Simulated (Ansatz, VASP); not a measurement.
Given: the input of a run of VASP 6.6.1 on Mg6CuSi.

The input INCAR:

```
PREC = Accurate
ENCUT = 550
EDIFF = 1E-6
ISMEAR = 0
SIGMA = 0.02
LREAL = False
LASPH = True
NELM = 100
ALGO = Fast
ISIF = 2
LWAVE = False
LCHARG = True
GGA = RP
LELF = True
LVHAR = True
```

KPOINTS

```
Automatic mesh
0
Gamma
  6 5 5
```

File POSCAR:

```
Mg6CuSi
1.0
    4.8511850000      0.0000000000      0.0000000000
    0.0000000000      3.0951620000      5.1732030000
    0.0000000000     -3.0951620000      5.1732030000
Cu Si Mg
1 1 6
Cartesian
    2.4255925000      0.0000000000      8.6223222898
    2.4255925000      0.0000000000      3.4404283087
    0.0000000000      0.0000000000      1.7526811764
    0.0000000000      0.0000000000      6.9508190149
    0.0000000000      1.5731656091      4.2646540499
    0.0000000000     -1.5731656091      4.2646540499
    2.4255925000      1.5442289396      6.0450480748
    2.4255925000     -1.5442289396      6.0450480748
```

Potentials or basis: VASP PAW PBE potentials, release 64 (Cu_GW, Si_GW, Mg_GW).

The run is started by

```console
$ cat potpaw_PBE.64/Cu_GW/POTCAR potpaw_PBE.64/Si_GW/POTCAR potpaw_PBE.64/Mg_GW/POTCAR > POTCAR
$ mpirun -np 1 vasp_std > vasp.out
```

Q: Translate it to Ansatz 0.2.0. Potentials there: Ansatz PAW.

A: As run (the cutoff follows the program's own potentials):

Contents of input.yaml:

```yaml
crystal:
  lattice:
    - [4.851185, 0.0, 0.0]
    - [0.0, 3.095162, 5.173203]
    - [0.0, -3.095162, 5.173203]
  atoms:
    - { symbol: Cu, position: [0.5, 0.833364, 0.833364] }
    - { symbol: Si, position: [0.5, 0.332524, 0.332524] }
    - { symbol: Mg, position: [0.0, 0.1694, 0.1694] }
    - { symbol: Mg, position: [0.0, 0.67181, 0.67181] }
    - { symbol: Mg, position: [0.0, 0.66632, 0.158054] }
    - { symbol: Mg, position: [0.0, 0.158054, 0.66632] }
    - { symbol: Mg, position: [0.5, 0.833724, 0.334807] }
    - { symbol: Mg, position: [0.5, 0.334807, 0.833724] }
hamiltonian:
  xc: rpbe
  pseudopotentials: { kind: paw }
kpoints:
  mp_grid: { grid: [6, 5, 5] }
scf:
  occupations: { method: gaussian, width: 0.02 }
output:
  forces: true
  stress: true
  eigenvalues: true
```

Potentials or basis: Ansatz PAW.

Command:

```bash
$ ansatz run input.yaml --threads 4 --pin off --max-ram 11264MiB --backend cpu --events-out ev --progress --plain --runs-dir out
```

Both were run:

|  | VASP | Ansatz | Ansatz less VASP |
| --- | --- | --- | --- |
| gap on the k mesh at the Fermi level (eV) | none | none | - |
| pressure (GPa) | 1.4 | 1.7 | +0.31 |
| largest component of the traceless stress (GPa) | 1.10 | 1.12 | +0.017 |
| rms of the force components (eV/Å) | 0.027 | 0.026 | -0.0016 |

Atom by atom the forces differ by 0.002 eV/Å (rms over components). A gap of «none» marks a metal or a gap that the smearing closes. With one functional, cell and mesh, what is left measures potentials, basis and numerics. The two sets of potentials don't hold the same shells in valence.

Caveats: the PAW data sets were made with another functional, which shifts forces and pressure a little (VASP); the PAW data sets come from PBE, with cores solved anew for the run's functional, which leaves a small shift of forces and pressure (Ansatz).
